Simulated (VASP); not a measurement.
All values below come from PBEsol GGA, VASP's PBE PAW potentials (set 64) (plane waves; VASP). Each cell was relaxed at this level.

Task: Which of these has an unstable (imaginary) mode at Γ?
(A) LiC, Immm (71)
(B) Mg3ZnO4, P4/mmm (123)
(C) SrTiO3, Pm-3m (221)
(D) MgZnO2, P3m1 (156)

Result: C, SrTiO3, Pm-3m (221). Its optical Γ-point modes are 70i (×3), 158 (×3), 226 (×3), 533 (×3) cm⁻¹.
